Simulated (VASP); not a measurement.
Here is a VASP 6.6.1 calculation.

File POSCAR:

```
MgC2
1.0
    3.9204400000      0.0000000000      0.0000000000
    0.0000000000      3.9204400000      0.0000000000
    0.0000000000      0.0000000000      4.8989300000
Mg C
2 4
Direct
    0.5000000000      0.5000000000      0.0000000000
    0.0000000000      0.0000000000      0.5000000000
    0.8868800000      0.8868800000      0.0000000000
    0.6131200000      0.3868800000      0.5000000000
    0.1131200000      0.1131200000      0.0000000000
    0.3868800000      0.6131200000      0.5000000000
```

The input INCAR.step1:

```
SYSTEM = MgC2
PREC     = Accurate       ! precision mode
ENCUT    = 520            ! plane-wave cutoff, eV
EDIFF    = 1E-5           ! SCF threshold, eV
ISMEAR   = 0              ! smearing method
SIGMA    = 0.02           ! smearing width, eV
LREAL    = .FALSE.        ! projectors in reciprocal space
LASPH    = .TRUE.         ! aspherical terms in the spheres
NELM     = 100            ! most SCF steps
ALGO     = Normal         ! electronic algorithm
ISIF     = 2              ! what is computed and relaxed
LWAVE    = .TRUE.         ! write WAVECAR
LCHARG   = .FALSE.        ! write CHGCAR
NBANDS   = 19             ! bands
GGA      = PE             ! functional
```

Contents of INCAR.step2:

```
SYSTEM = MgC2
PREC     = Accurate       ! precision mode
ENCUT    = 520            ! plane-wave cutoff, eV
EDIFF    = 1E-6           ! SCF threshold, eV
ISMEAR   = 0              ! smearing method
SIGMA    = 0.02           ! smearing width, eV
LREAL    = .FALSE.        ! projectors in reciprocal space
LASPH    = .TRUE.         ! aspherical terms in the spheres
NELM     = 100            ! most SCF steps
ALGO     = Normal         ! electronic algorithm
ISIF     = 2              ! what is computed and relaxed
LWAVE    = .FALSE.        ! write WAVECAR
LCHARG   = .FALSE.        ! write CHGCAR
GGA      = PE             ! functional
LHFCALC  = .TRUE.         ! exact exchange
HFSCREEN = 0.2            ! screening, 1/A
PRECFOCK = Fast         
NBANDS   = 19             ! bands
ISTART   = 1
```

KPOINTS

```
regular mesh
0
G
  4 4 4
  0 0 0
```

Potentials or basis: VASP PAW PBE potentials, release 64 (Mg, C).

Run with:

```bash
$ cat potpaw_PBE.64/Mg/POTCAR potpaw_PBE.64/C/POTCAR > POTCAR
$ cp INCAR.step1 INCAR
$ mpirun -np 1 vasp_std > vasp.out
$ cp INCAR.step2 INCAR
$ mpirun -np 1 vasp_std > vasp.out
```

(1) What does it give for the pressure?

(2) Estimate the largest force.

(3) What does it give for the band gap on the k mesh?

## Answers

(1) -0.4 GPa.

(2) 0.958 eV/Å.

(3) 3.66 eV, indirect (least direct gap 3.85 eV).

Caveat: the standard files for N, O and F lose accuracy on very short bonds; the PAW data sets were made with another functional, which shifts forces and pressure a little.
